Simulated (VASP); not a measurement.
Set up this calculation in VASP 6.6.1, as the native input.

```
Task                   : relaxation of cell and atoms
Functional             : PBE
Potentials or basis    : VASP PAW PBE potentials, release 64 (Ta)
Cutoff                 : 520 eV
k mesh                 : 18 × 18 × 18
Occupations            : gaussian, width 0.1 eV
Spin                   : no spin polarisation
Further INCAR settings : ALGO = Fast; EDIFF = 1e-07; IBRION = 2; EDIFFG = -0.002; NSW = 80; ISIF = 3
```

The structure of Ta lies in POSCAR:

```
Ta                                      
1.0
   -1.6540582097      1.6540582097      1.6540582097
    1.6540582097     -1.6540582097      1.6540582097
    1.6540582097      1.6540582097     -1.6540582097
  Ta            
     1
Direct
     0.0000000000000000    0.0000000000000000    0.0000000000000000
```

The input as run:

INCAR

```
PREC = Accurate
ENCUT = 520
EDIFF = 1E-7
ISMEAR = 0
SIGMA = 0.1
LREAL = False
LASPH = True
NELM = 60
ALGO = Fast
ISIF = 3
LWAVE = False
LCHARG = False
GGA = PE
IBRION = 2
NSW = 80
EDIFFG = -0.002
```

KPOINTS

```
regular mesh
0
Gamma
  18 18 18
```

Potentials or basis: VASP PAW PBE potentials, release 64 (Ta).

Command:

```sh
$ cat potpaw_PBE.64/Ta/POTCAR > POTCAR
$ mpirun -np 1 vasp_std > vasp.out
```

Results of the run:

```yaml
Pressure_after_relaxing: 0.0 GPa
Band_gap_on_the_k_mesh: none (metal or under the smearing width)
```

Caveat: the relaxation stopped at its first step, so nothing moved.

It took 8.6 s on 1 thread of Intel(R) Xeon(R) 6975P-C (Granite Rapids) (shared host), peak memory 0.16 GiB.
